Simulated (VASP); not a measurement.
VASP ran on this input.

File POSCAR:
```
As
1
    3.5368476749    -1.8949381047    -0.0533222666
    3.5368476749     1.8949381047    -0.0533222666
    2.5688770151     0.0000000000     3.0828224741
As
2
Direct
  0.2305340671   0.2305340671   0.2305340671
  0.7694659329   0.7694659329   0.7694659329
```

File KPOINTS:
```
Regular mesh
0
gamma
13 13 13
0 0 0
```

**INCAR**
```
SYSTEM = As
PREC = Accurate
ENCUT = 520
EDIFF = 1E-7
NELM = 100
ALGO = Normal
LREAL = .FALSE.
LASPH = .TRUE.
ISMEAR = -5
GGA = PE
IVDW = 13
LMAXMIX = 4
LWAVE = .FALSE.
LCHARG = .TRUE.
LORBIT = 11
NEDOS = 601
ISIF = 2
```

POTCAR, in this order: As (PBE.64 set). Program: vasp_std.

Problem. Write an equivalent input for Ansatz.

Solution. One equivalent input (not run):
Ansatz 0.2 input:
```yaml
crystal:
  lattice:
    - [3.5368477, -1.8949381, -0.0533223]
    - [3.5368477, 1.8949381, -0.0533223]
    - [2.5688770, 0.0000000, 3.0828225]
  atoms:
    - { symbol: As, position: [0.2305341, 0.2305341, 0.2305341] }
    - { symbol: As, position: [0.7694659, 0.7694659, 0.7694659] }
kpoints:
  mp_grid: { grid: [13, 13, 13] }
hamiltonian:
  xc: pbe
  dispersion: d4
  pseudopotentials: { kind: paw }
scf:
  occupations: { method: tetrahedron }
  max_iter: 100
output: { forces: true, stress: true, eigenvalues: true }
```
What does not carry over: each code has its own PAW files, so the cut-off isn't converted (ENCUT is set for VASP's; basis.ecutwfc is left out, and Ansatz then takes the one that its files recommend); Ansatz stops its SCF on the density residual and VASP on the energy change (EDIFF).

The compound is As in the a7 structure. It was relaxed first.
